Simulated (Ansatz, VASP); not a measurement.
# BN: VASP beside Ansatz, part 2 of 4

Wanted: the spread between two codes on one cell, functional and k mesh. The cell is taken from a series of runs on this material, whose earlier steps may have relaxed, scaled, displaced or heated it; both programs get it as it stands.

VASP 6.6.1 and Ansatz 0.2.0.

So far: The starting structure; Ansatz: zone-centre phonons, LDA, pair 1.

### Step 3. VASP: zone-centre phonons, LDA, pair 1

Level of this step: LDA; plane waves and PAW (B, N) (VASP).

The same cell, functional (in two slightly different forms) and mesh now go to VASP, with its own data sets.

Lines of VASP's logs that name or quote its potential files are left out, and so is its time.

INCAR reads:

```
SYSTEM = BN
PREC = Accurate
ENCUT = 600
EDIFF = 1E-08
NELM = 120
ISMEAR = 0
SIGMA = 0.01
LREAL = .FALSE.
ALGO = Normal
GGA = CA
NBANDS = 14
LORBIT = 11
LWAVE = .FALSE.
LCHARG = .FALSE.
ISIF = 2
IBRION = 8
LEPSILON = .TRUE.
LASPH = .TRUE.
GGA_COMPAT = .FALSE.
EFERMI = MIDGAP
KPAR = 2
```

POSCAR reads:

```
BN
1.0
    2.4880975028      0.0000000000      0.0000000000
   -1.2440487514      2.1547556445      0.0000000000
    0.0000000000      0.0000000000      6.3999624846
B N
2 2
Direct
    0.3333333333      0.6666666667      0.2500000000
    0.6666666667      0.3333333333      0.7500000000
    0.3333333333      0.6666666667      0.7500000000
    0.6666666667      0.3333333333      0.2500000000
```

KPOINTS reads:

```
Automatic mesh
0
Gamma
9 9 4
0 0 0
```

The projector-augmented-wave data sets are B and N (LDA family, release 64).

On the command line:

```
$ mpirun -np 2 vasp_std
```

Log:

```text
[banner, memory and clock lines left out]
running    2 mpi-ranks, on    1 nodes
 distrk:  each k-point on    1 cores,    2 groups
 distr:  one band on    1 cores,    1 groups

 POSCAR found type information on POSCAR B N
 POSCAR found :  2 types and       4 ions
 LDA part: xc-table for (Slater(with rela. corr.)+CA(PZ))
 , standard interpolation
 POSCAR, INCAR and KPOINTS ok, starting setup
 FFT: planning ... GRIDC
 FFT: planning ... GRID_SOFT
 FFT: planning ... GRID
 WAVECAR not read
 entering main loop
       N       E                     dE             d eps       ncg     rms          rms(c)
DAV:   1     0.592950672576E+02    0.59295E+02   -0.88539E+03  1008   0.118E+03
DAV:   2    -0.388327645763E+02   -0.98128E+02   -0.88797E+02  1422   0.250E+02
DAV:   3    -0.426115586965E+02   -0.37788E+01   -0.37566E+01  1320   0.486E+01
DAV:   4    -0.426361964768E+02   -0.24638E-01   -0.24630E-01  1158   0.451E+00
DAV:   5    -0.426364521283E+02   -0.25565E-03   -0.25552E-03  1332   0.440E-01    0.112E+01
DAV:   6    -0.390693151484E+02    0.35671E+01   -0.69683E+00  1152   0.208E+01    0.487E+00
DAV:   7    -0.387038292277E+02    0.36549E+00   -0.51910E-01  1260   0.549E+00    0.296E+00
DAV:   8    -0.385888129870E+02    0.11502E+00   -0.29965E-01  1212   0.389E+00    0.430E-01
DAV:   9    -0.385843839938E+02    0.44290E-02   -0.15572E-02  1164   0.100E+00    0.181E-01
DAV:  10    -0.385843413798E+02    0.42614E-04   -0.60476E-04  1212   0.215E-01    0.239E-02
DAV:  11    -0.385843540135E+02   -0.12634E-04   -0.24810E-05  1200   0.442E-02    0.173E-02
DAV:  12    -0.385843537069E+02    0.30657E-06   -0.57679E-06  1164   0.187E-02    0.123E-03
DAV:  13    -0.385843536856E+02    0.21314E-07   -0.31063E-07  1284   0.409E-03    0.467E-04
DAV:  14    -0.385843536904E+02   -0.47717E-08   -0.32386E-09   846   0.498E-04
   1 F= -.38584354E+02 E0= -.38584354E+02  d E =0.000000E+00
 Linear response reoptimize wavefunctions to high precision
DAV:   1    -0.385843536905E+02   -0.86175E-10   -0.39008E-10   870   0.169E-04
 Linear response G [H, r] |phi>, progress :
  Direction:   1
       N       E                     dE             d eps       ncg     rms
RMM:   1    -0.578506757981E+02   -0.57851E+02    0.46982E+01  2121   0.678E+01
RMM:   2    -0.573765483917E+02    0.47413E+00   -0.25190E+00  1673   0.131E+01
RMM:   3    -0.573974062668E+02   -0.20858E-01   -0.22478E-02  1839   0.109E+00
RMM:   4    -0.573980643581E+02   -0.65809E-03   -0.28549E-04  1882   0.131E-01
RMM:   5    -0.573980794201E+02   -0.15062E-04   -0.28655E-05  1877   0.214E-02
RMM:   6    -0.573980801246E+02   -0.70457E-06   -0.21196E-05  1855   0.556E-03
RMM:   7    -0.573980801549E+02   -0.30311E-07   -0.21184E-05  1718   0.338E-03
RMM:   8    -0.573980801560E+02   -0.10877E-08   -0.21202E-05  1344   0.304E-03
RMM:   9    -0.573980803070E+02   -0.15095E-06   -0.22831E-05  1227   0.300E-03
RMM:  10    -0.573980803600E+02   -0.52994E-07   -0.23587E-05  1124   0.298E-03
RMM:  11    -0.573980803703E+02   -0.10369E-07   -0.29566E-05  1083   0.297E-03
 Linear response G [H, r] |phi>, progress :
  Direction:   2
       N       E                     dE             d eps       ncg     rms
RMM:   1    -0.614067793659E+02   -0.61407E+02   -0.19450E+01  2050   0.643E+01
RMM:   2    -0.609038555983E+02    0.50292E+00   -0.17349E+00  1688   0.109E+01
RMM:   3    -0.609168401190E+02   -0.12985E-01   -0.16052E-02  1800   0.883E-01
RMM:   4    -0.609171077966E+02   -0.26768E-03   -0.23829E-04  1848   0.103E-01
RMM:   5    -0.609171129999E+02   -0.52033E-05   -0.56828E-05  1855   0.168E-02
RMM:   6    -0.609171132205E+02   -0.22065E-06   -0.52562E-05  1836   0.517E-03
RMM:   7    -0.609171132362E+02   -0.15707E-07   -0.52584E-05  1647   0.368E-03
RMM:   8    -0.609171135658E+02   -0.32960E-06   -0.55876E-05  1278   0.348E-03
RMM:   9    -0.609171135579E+02    0.79274E-08   -0.56143E-05  1162   0.345E-03
RMM:  10    -0.609171136341E+02   -0.76163E-07   -0.53962E-05  1081   0.345E-03
 Linear response G [H, r] |phi>, progress :
  Direction:   3
       N       E                     dE             d eps       ncg     rms
RMM:   1    -0.563206442773E+02   -0.56321E+02    0.10533E+02  1872   0.778E+01
RMM:   2    -0.586672333855E+02   -0.23466E+01   -0.19119E+00  1577   0.964E+00
RMM:   3    -0.586930575738E+02   -0.25824E-01   -0.38694E-02  1724   0.117E+00
RMM:   4    -0.586934561139E+02   -0.39854E-03   -0.93966E-04  1761   0.143E-01
RMM:   5    -0.586934653084E+02   -0.91945E-05   -0.36837E-04  1716   0.270E-02
RMM:   6    -0.586934680287E+02   -0.27203E-05   -0.38103E-04  1661   0.105E-02
RMM:   7    -0.586934680317E+02   -0.29988E-08   -0.37970E-04  1421   0.794E-03
RMM:   8    -0.586934683219E+02   -0.29017E-06   -0.38256E-04  1327   0.754E-03
RMM:   9    -0.586934682949E+02    0.27007E-07   -0.38223E-04  1095   0.744E-03
RMM:  10    -0.586934683921E+02   -0.97180E-07   -0.38967E-04  1045   0.742E-03
 Linear response to external field (no local field effect), progress :
  Direction:   1
[...]
dielectric tensor                  component  3 :    -0.161    -0.199     3.292
 Linear response to external field, progress :
  Direction:   1
       N       E                     dE             d eps       ncg     rms          rms(c)
RMM:   1    -0.380228844975E+00   -0.38023E+00   -0.16453E+00  4038   0.285E+00
[...]
RMM:   9    -0.197003591485E+00    0.20983E-05   -0.15850E-07  1674   0.552E-04    0.188E-05
RMM:  10    -0.197003795062E+00   -0.20358E-06   -0.15420E-07  1117   0.185E-04    0.777E-06
 change of polarisation eV/A/(eV/A) component  3 :    -0.030    -0.038     0.367
 dielectric tensor                  component  3 :    -0.160    -0.198     2.936
 Linear response DOF=           4
 Linear response progress:
  Degree of freedom:   1/  4
       N       E                     dE             d eps       ncg     rms          rms(c)
RMM:   1    -0.559640419583E-01   -0.55964E-01   -0.67121E-02  7917   0.157E+00
RMM:   2    -0.424875778267E-01    0.13476E-01   -0.39885E-03  5603   0.324E-01    0.221E-01
RMM:   3    -0.419251097810E-01    0.56247E-03   -0.21126E-04  5598   0.140E-01    0.121E-01
RMM:   4    -0.422338901788E-01   -0.30878E-03   -0.73930E-05  5427   0.144E-01    0.137E-02
RMM:   5    -0.422742674003E-01   -0.40377E-04   -0.43810E-05  5933   0.175E-02    0.145E-03
RMM:   6    -0.422720950990E-01    0.21723E-05   -0.12916E-05  6032   0.163E-03    0.712E-04
RMM:   7    -0.422670415926E-01    0.50535E-05   -0.19517E-05  5863   0.101E-03    0.841E-05
RMM:   8    -0.422676975823E-01   -0.65599E-06   -0.10239E-05  6174   0.263E-04    0.352E-05
RMM:   9    -0.422674489851E-01    0.24860E-06   -0.82429E-06  6284   0.134E-04    0.717E-06
RMM:  10    -0.422673781702E-01    0.70815E-07   -0.68364E-06  6221   0.113E-04    0.119E-06
RMM:  11    -0.422673397161E-01    0.38454E-07   -0.52427E-06  5399   0.104E-04    0.209E-07
RMM:  12    -0.422673346872E-01    0.50289E-08   -0.51243E-06  3855   0.102E-04    0.106E-07
RMM:  13    -0.422673342756E-01    0.41159E-09   -0.51333E-06  3299   0.102E-04    0.460E-08
 first order change of Fermi-energy   0.23549E-04
 force on displaced ion       1 direction 1 : -43.004   0.008   0.000
 Born effective charge ion    1 direction 1 :   2.705   0.000   0.000
 Linear response progress:
  Degree of freedom:   2/  4
       N       E                     dE             d eps       ncg     rms          rms(c)
RMM:   1    -0.474014066987E-01   -0.47401E-01    0.43415E-02  2451   0.128E+00
RMM:   2    -0.476423530180E-01   -0.24095E-03   -0.60889E-04  1906   0.165E-01    0.147E-01
RMM:   3    -0.474086665539E-01    0.23369E-03   -0.24357E-04  1866   0.497E-02    0.866E-02
RMM:   4    -0.473614167554E-01    0.47250E-04   -0.40215E-04  1900   0.517E-02    0.770E-03
RMM:   5    -0.472771749823E-01    0.84242E-04   -0.95562E-05  2003   0.129E-02    0.163E-03
RMM:   6    -0.472597002262E-01    0.17475E-04   -0.13609E-05  2080   0.217E-03    0.561E-04
RMM:   7    -0.472575181012E-01    0.21821E-05   -0.10633E-05  2118   0.646E-04    0.161E-04
RMM:   8    -0.472577691476E-01   -0.25105E-06   -0.13452E-05  2119   0.309E-04    0.333E-05
RMM:   9    -0.472577958150E-01   -0.26667E-07   -0.12067E-05  2146   0.167E-04    0.885E-06
RMM:  10    -0.472577882028E-01    0.76122E-08   -0.11946E-05  2214   0.142E-04    0.205E-06
RMM:  11    -0.472577638847E-01    0.24318E-07   -0.10864E-05  1939   0.130E-04    0.386E-07
RMM:  12    -0.472577630993E-01    0.78541E-09   -0.12834E-05  1415   0.128E-04    0.150E-07
RMM:  13    -0.472577643646E-01   -0.12653E-08   -0.13012E-05  1193   0.128E-04    0.257E-08
 first order change of Fermi-energy   0.23927E-03
 force on displaced ion       1 direction 3 :   0.000  -0.000 -13.675
 Born effective charge ion    1 direction 3 :   0.000  -0.000   0.843
 Linear response progress:
  Degree of freedom:   3/  4
       N       E                     dE             d eps       ncg     rms          rms(c)
RMM:   1    -0.239026118411E+00   -0.23903E+00    0.12869E-01  6571   0.335E+00
RMM:   2    -0.229833451741E+00    0.91927E-02   -0.39885E-03  5623   0.484E-01    0.283E-01
RMM:   3    -0.230599151375E+00   -0.76570E-03   -0.10922E-03  5308   0.222E-01    0.151E-01
RMM:   4    -0.232960274593E+00   -0.23611E-02   -0.99800E-04  5022   0.214E-01    0.254E-02
RMM:   5    -0.232979409037E+00   -0.19134E-04   -0.18328E-05  6170   0.355E-02    0.169E-03
RMM:   6    -0.232985442412E+00   -0.60334E-05    0.16058E-05  6223   0.326E-03    0.954E-04
RMM:   7    -0.232979528488E+00    0.59139E-05    0.22960E-05  6179   0.972E-04    0.125E-04
RMM:   8    -0.232981771870E+00   -0.22434E-05    0.16160E-05  5954   0.509E-04    0.236E-05
RMM:   9    -0.232981914150E+00   -0.14228E-06    0.21392E-05  6418   0.348E-04    0.286E-06
RMM:  10    -0.232981849054E+00    0.65095E-07    0.22237E-05  6186   0.309E-04    0.106E-06
RMM:  11    -0.232981853166E+00   -0.41117E-08    0.22179E-05  5186   0.304E-04    0.380E-07
RMM:  12    -0.232981855727E+00   -0.25610E-08    0.22273E-05  4245   0.303E-04    0.197E-07
RMM:  13    -0.232981857547E+00   -0.18200E-08    0.22287E-05  3652   0.303E-04    0.980E-08
 first order change of Fermi-energy   0.17668E-03
 force on displaced ion       3 direction 1 : -43.092   0.001   0.000
 Born effective charge ion    3 direction 1 :  -2.706   0.001   0.000
 Linear response progress:
  Degree of freedom:   4/  4
       N       E                     dE             d eps       ncg     rms          rms(c)
RMM:   1    -0.263318587023E+00   -0.26332E+00    0.15357E-01  2179   0.297E+00
RMM:   2    -0.263690519498E+00   -0.37193E-03   -0.12301E-03  1881   0.257E-01    0.197E-01
RMM:   3    -0.263851037985E+00   -0.16052E-03   -0.15646E-03  1790   0.227E-01    0.869E-02
RMM:   4    -0.264866163520E+00   -0.10151E-02   -0.68391E-04  1844   0.150E-01    0.146E-02
RMM:   5    -0.264896263651E+00   -0.30100E-04   -0.21525E-05  2035   0.247E-02    0.320E-03
RMM:   6    -0.264927640693E+00   -0.31377E-04   -0.17045E-06  2060   0.530E-03    0.106E-03
RMM:   7    -0.264910178736E+00    0.17462E-04   -0.22003E-06  1890   0.226E-03    0.134E-04
RMM:   8    -0.264910030209E+00    0.14853E-06   -0.18875E-06  2167   0.538E-04    0.201E-05
RMM:   9    -0.264910349423E+00   -0.31921E-06   -0.19138E-06  2033   0.276E-04    0.101E-05
RMM:  10    -0.264910440589E+00   -0.91167E-07   -0.20683E-06  2192   0.254E-04    0.853E-07
RMM:  11    -0.264910447348E+00   -0.67584E-08   -0.21014E-06  1626   0.244E-04    0.478E-07
RMM:  12    -0.264910435595E+00    0.11753E-07   -0.14520E-06  1436   0.244E-04    0.124E-07
RMM:  13    -0.264910444975E+00   -0.93800E-08   -0.15718E-06  1226   0.243E-04    0.359E-08
 first order change of Fermi-energy   0.11412E-04
 force on displaced ion       3 direction 3 :  -0.000  -0.000 -13.902
 Born effective charge ion    3 direction 3 :   0.000  -0.000  -0.843
 Born effective charges drift removed
 Linear response finished
```

[end of part 2 of 4]

[Lines on the potential files, build, host, timing and source positions are cut from VASP's logs without a mark.]

[Logs are printed without paths, hosts, clocks, repeated set-up lines and the standing remarks that a program may print on its own settings, such as how far it seeks lower states.]

[Hosts, paths, dates, database ids (printed as entryN), source tags and the programs' standing remarks are cut or masked in the printed files.]
